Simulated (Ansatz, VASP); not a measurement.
# Cross-check of Al3InAs4 between VASP and Ansatz, part 2 of 2

Wanted: the spread between two codes on one cell, functional and k mesh. The cell is invented: As first built, before any earlier steps moved the atoms (in the runner's words): In for Ga, As for N in the Al3GaN4 structure of space group Pm. It may not be a known or stable phase. The two relaxations start from unlike cells of this crystal (the structure described is Ansatz's start), so only their ends are compared.

VASP 6.6.1 and Ansatz 0.2.0.

So far: Set-up; VASP: relaxation of cell and atoms, PBE.

## (3) Ansatz: relaxation of cell and atoms, PBE

Level of this step: Ansatz beside VASP: Kohn-Sham DFT, plane waves, PBE (Ansatz).

Ansatz runs on its default PAW (the set named soft_2) files.

Its own start cell and the same functional, mesh and smearing now go to Ansatz, which takes its cutoff from its data sets.

The input, input.yaml:

```yaml
crystal:
  lattice:
    - [5.7742334698, 0.0, 0.0]
    - [0.0, 3.5823948227, 0.0]
    - [-0.0038466275, 0.0, 6.2023166744]
  atoms:
    - { symbol: Al, position: [0.50009873, 0.5, 0.16728039] }
    - { symbol: Al, position: [0.00076357, 0.5, 0.83496431] }
    - { symbol: Al, position: [0.00088655, 0.0, 0.3315828] }
    - { symbol: In, position: [0.49971489, 0.0, 0.66616374] }
    - { symbol: As, position: [0.11013543, 0.0, 0.66629554] }
    - { symbol: As, position: [0.12258652, 0.5, 0.16717386] }
    - { symbol: As, position: [0.62590355, 0.5, 0.84127752] }
    - { symbol: As, position: [0.62350976, 0.0, 0.32526284] }
kpoints:
  mp_grid: { grid: [4, 6, 4] }
scf:
  occupations: { method: gaussian, width: 0.03 }
hamiltonian:
  xc: pbe
output:
  forces: true
  stress: true
relax:
  f_tol: 0.02
  max_steps: 60
  cell: {}
```

Launch:

```
> ansatz run input.yaml --threads 2 --pin off --max-ram 4096MiB --backend cpu --events-out ev --progress --plain --runs-dir out
```

Numbers of over 12 decimals in the logs are rounded to 6 here.

What it wrote:

```text
Engine: ansatz 0.2.0, aarch64-unknown-linux-gnu
Pseudopotentials: kind: paw
Pseudopotential: Al, paw, valence charge 3, recommended cutoff 420 eV (normal), Al.paw.azcp
Pseudopotential: In, paw, valence charge 13, recommended cutoff 420 eV (normal), In.paw.azcp
Pseudopotential: As, paw, valence charge 15, recommended cutoff 420 eV (normal), As.paw.azcp
Functional definition: PBE
  parameter kappa = 0.804
  parameter beta = 0.066725
  exchange = pbe_x(kappa = kappa, mu = beta*pi^2/3)
  correlation = pbe_c(beta = beta)
Crystal: 8 atoms, lattice volume = 128.299 Å³
Basis set: ecut = 420 eV, 2489 PW (Γ), exchange–correlation on 80×48×90 points (8 copies of the dense FFT grid, shifted against one another)
Bands: 50, of which v1, the nominal top of the filled ones, is band 41 counted from 1 (40 counted from 0)
Symmetry: 2 space group operations
Space group: Pm (ITA 6), of the structure as read, at distance tolerance 5.0e-5 Å
k-points: 40 of 96 (time reversal used)
Non-local potential: Al, projectors of the file, l = 0: 2, l = 1: 2, l = 2: 1
Non-local potential: In, projectors of the file, l = 0: 2, l = 1: 2, l = 2: 2, l = 3: 2
Non-local potential: As, projectors of the file, l = 0: 2, l = 1: 2, l = 2: 3, l = 3: 1
PAW form: soft (Blöchl's): semilocal exchange-correlation on the pseudo side does not see the compensation charge
PAW one-centre angular grid: Al, 110 points (default); XC on 64 Gauss nodes
PAW one-centre angular grid: In, 590 points (default); XC on 64 Gauss nodes
PAW one-centre angular grid: As, 590 points (default); XC on 64 Gauss nodes
Initial density: superposition of atomic densities (neutral atoms: chi_scale 0, normalization atom), corrected by the library's trained network
Initial wavefunctions: pseudopotential atomic-orbital guess
Functional: x = pbe(κ = 0.804, μ = 0.219515), c = pbe(β = 0.066725)
SCF iter   1: F=—  HF=-26627.350708 eV  |F-HF|=—  |Δ(HF+E_count)|=         —  Δρ=1.92e-3  dr2=1.28e-2  ethr=1.77e-3  ⟨swp⟩=8.0  Hψ=8521  notcnv=0  defer=11
preconditioner: auto → Resta (q_TF=auto, 2.532 Å⁻¹)  ε∞=3.8  [insulator: Δε(μ)=0.939 eV  Ē_g=12.587 eV  σ=0.030 eV  W_gap=1.00  n_scr=38 (ndim 8)  ℏωp=21.2 eV  f_vac=0.001  D(μ)=0.00/eV (n_scr^D=0)  ε∞_Penn≈3.8]
SCF iter   2: F=—  HF=-26627.349368 eV  |F-HF|=—  |Δ(HF+E_count)|=   1.34e-3  Δρ=1.13e-3  dr2=3.09e-3  ethr=1.56e-5  ⟨swp⟩=2.1  Hψ=3417  notcnv=0  defer=120
SCF iter   3: F=—  HF=-26627.348821 eV  |F-HF|=—  |Δ(HF+E_count)|=   5.48e-4  Δρ=3.26e-4  dr2=2.71e-4  ethr=3.77e-6  ⟨swp⟩=2.2  Hψ=2888  notcnv=0  defer=120
SCF iter   4: F=—  HF=-26627.348775 eV  |F-HF|=—  |Δ(HF+E_count)|=   4.61e-5  Δρ=1.23e-4  dr2=2.47e-5  ethr=3.31e-7  ⟨swp⟩=2.0  Hψ=3519  notcnv=0  defer=120
SCF iter   5: F=—  HF=-26627.348550 eV  |F-HF|=—  |Δ(HF+E_count)|=   2.24e-4  Δρ=3.58e-5  dr2=2.36e-6  ethr=3.01e-8  ⟨swp⟩=2.0  Hψ=3519  notcnv=0  defer=120
SCF iter   6: F=—  HF=-26627.348550 eV  |F-HF|=—  |Δ(HF+E_count)|=   6.42e-7  Δρ=1.46e-5  dr2=3.66e-7  ethr=2.88e-9  ⟨swp⟩=2.0  Hψ=3519  notcnv=0  defer=120
SCF iter   7: F=-26627.348550 eV  HF=-26627.348550 eV  |F-HF|=2.33e-8  |Δ(HF+E_count)|=   1.57e-7  Δρ=4.92e-6  dr2=3.95e-8  ethr=1.22e-10  ⟨swp⟩=4.0  Hψ=7082  notcnv=0
SCF 1 converged in 7 iterations: F = -26627.348550 eV  dr2 = 3.95e-8
  greatest PAW one-centre occupation: 0.999 electrons in one spin orbital (limit 2), on the As atom at site 6 (counted from 0), in its partial waves of l = 2
relax step   1: F+E_penalty+E_count = -26627.34854980 eV  Δ(F+E_penalty+E_count) = +0.000e0 eV  max|allowed force component| = 2.343e0 eV/Å  Δτ_max = 0.0000 Å  P = +70.676 GPa  Ω = 128.299 Å³  (7 SCF iters, dr2 threshold 1.00e-7 eV, accepted)
[...]
relax step   8: F+E_penalty+E_count = -26638.12950008 eV  Δ(F+E_penalty+E_count) = -1.874e-1 eV  max|allowed force component| = 1.280e-2 eV/Å  Δτ_max = 0.0000 Å  P = +1.392 GPa  Ω = 194.607 Å³  stress off target by 1.55e0 GPa  SCF on the basis re-selected at this cell (its energy is not comparable with the rows above)  (8 SCF iters)
[...]
relax step   9: F+E_penalty+E_count = -26638.14643767 eV  Δ(F+E_penalty+E_count) = -1.694e-2 eV  max|allowed force component| = 9.050e-3 eV/Å  Δτ_max = 0.0025 Å  P = +0.240 GPa  Ω = 198.058 Å³  energy of the carried Pulay correction = -6.970e-4 eV  (5 SCF iters, dr2 threshold 8.00e-7 eV, accepted)
[...]
relax step  10: F+E_penalty+E_count = -26638.14686629 eV  Δ(F+E_penalty+E_count) = -4.286e-4 eV  max|allowed force component| = 3.802e-3 eV/Å  Δτ_max = 0.0010 Å  P = -0.007 GPa  Ω = 198.847 Å³  energy of the carried Pulay correction = -8.714e-4 eV  (5 SCF iters, dr2 threshold 2.14e-7 eV, accepted)
[...]
relax step  11: F+E_penalty+E_count = -26638.14770778 eV  Δ(F+E_penalty+E_count) = -8.415e-4 eV  max|allowed force component| = 3.789e-3 eV/Å  Δτ_max = 0.0000 Å  P = -0.009 GPa  Ω = 198.847 Å³  stress off target by 1.74e-2 GPa  SCF on the basis re-selected at this cell (its energy is not comparable with the rows above)  (6 SCF iters)
basis re-selected at this cell: Δ(F+E_penalty+E_count) = -8.415e-4 eV, ΔP = -0.002 GPa vs the last step (what re-selecting the basis moved, of the pressure what is left beyond the Pulay correction that the steps carried, after the strain that the cell walked since its last selection, with what the two solves' SCF thresholds leave and, on support functions, any second-order correction that the steps lacked; it is no measure of the basis error at this ecutwfc). The dense FFT grid was sized anew with the basis: this SCF ran on 48×30×48 points, the steps before it on 45×30×48, so part of this shift can come from that change (see relax.cell in the input reference). [rest of the remark cut]
SCF converged after 6 iterations
Free energy (F): -26638.147708 eV
Harris-Foulkes:  -26638.147708 eV  (|F-HF|=3.64e-12)
Internal energy: -26638.147708 eV  (E = F + TS)
E sigma→0 (E₀):  -26638.147708 eV
Fermi energy:    7.067355 eV
--- Per-component energies (eV) ---
  E_band       = -1146.311181
  E_kinetic    = 722.866557
  E_local      = -9976.123257  (includes V_loc(G=0)·N_el)
  E_nonlocal   = -2283.598255
  E_hartree    = 5140.864740
  E_xc         = -649.770403
  E_vxc        = -501.258322  (∫ρ·V_xc dr)
  E_paw        = -12899.944120  (= ΣΔE_a)
  E_vpaw       = 610.072359  (= ΣTr[D̂ρ^β])
  E_aug_tail   = 0.000054  (compensation charges beyond the density's cutoff)
  E_ewald      = -6692.443024
  E_smearing   = -0.000000  (= −TS)
  E_closure    = 0.000000  (closes the sum)
  Σ components = -26638.147708   (vs F -26638.147708, Δ=0.00e0)
--- Forces (eV/Å), atoms counted from 1 ---
  atom   1  Al     0.00238010     0.00000000    -0.00042852
  atom   2  Al     0.00013157     0.00000000     0.00016427
  atom   3  Al     0.00108725     0.00000000    -0.00067146
  atom   4  In     0.00120408     0.00000000     0.00062047
  atom   5  As    -0.00134285     0.00000000    -0.00010363
  atom   6  As    -0.00223017    -0.00000000     0.00001657
  atom   7  As    -0.00003954    -0.00000000     0.00378937
  atom   8  As    -0.00119591    -0.00000000    -0.00338599
  max |Σ_I F_I| component: 5.47e-6 eV/Å
--- Stress (GPa, compression-positive) ---
       -0.017279       0.000000       0.001771
        0.000000      -0.016035       0.000000
        0.001770       0.000000       0.005485
  P = ⅓ Tr σ = -0.0093 GPa (-0.093 kbar)
--- Relaxed structure (9 steps of the walk, 9 accepted, 2 SCFs on fresh bases) ---
  F+E_penalty+E_count = -26638.14770778 eV   max|allowed force component| = 3.789e-3 eV/Å   (the final SCF, on the basis selected at the relaxed cell)
  cell:  # Å, volume = 198.8469 Å³
    - [6.770165, 0.0, -0.000598246]
    - [0.0, 4.118344, 0.0]
    - [-0.00515269, 0.0, 7.131764]
  atoms:
    - { symbol: Al, position: [0.497784, 0.5, 0.167525] }
    - { symbol: Al, position: [-0.00140221, 0.5, 0.837971] }
    - { symbol: Al, position: [-0.00177526, 0.0, 0.329093] }
    - { symbol: In, position: [0.495520, 0.0, 0.664808] }
    - { symbol: As, position: [0.102704, 0.0, 0.665629] }
    - { symbol: As, position: [0.127740, 0.5, 0.168400] }
    - { symbol: As, position: [0.633647, 0.5, 0.849822] }
    - { symbol: As, position: [0.629382, 0.0, 0.316753] }
```

## (4) Comparison

Known differences besides the potentials themselves: the data sets hold 82 valence electrons in Ansatz (on its default PAW (the set named soft_2) files) and 42 in VASP; the cutoff is 420 eV in Ansatz and 500 eV in VASP; Ansatz adds a Pulay correction to the stress that steers its cell, VASP none. Total energies have different zeros and are not compared.

Both answers:

```tsv
quantity	Ansatz	VASP	difference
volume (Å³)	198.85	199.27	-0.21 %
edge a after relaxation, in the typed setting (Å)	6.770	6.774	-0.06 %
edge b after relaxation, in the typed setting (Å)	4.118	4.121	-0.06 %
edge c after relaxation, in the typed setting (Å)	7.132	7.139	-0.10 %
```

## (5) Results

```json
{
  "difference in volume (relaxation of cell and atoms, PBE)": "-0.21 %"
}
```

The difference in volume is -0.21 % (relaxation of cell and atoms, PBE), within the 1.2 % picked in this series as the mark of a large difference, as far as the stopping tolerances let one tell. The data sets hold unlike numbers of valence electrons (82 in Ansatz and 42 in VASP), so part of the differences comes from the potentials. How closely two codes agree says nothing of how well the functional describes the real material.

[Lines on the potential files, build, host, timing and source positions are cut from VASP's logs without a mark.]

[Logs are printed without paths, hosts, clocks, repeated set-up lines and the standing remarks that a program may print on its own settings, such as how far it seeks lower states.]

[Hosts, paths, dates, database ids (printed as entryN), source tags and the programs' standing remarks are cut or masked in the printed files.]
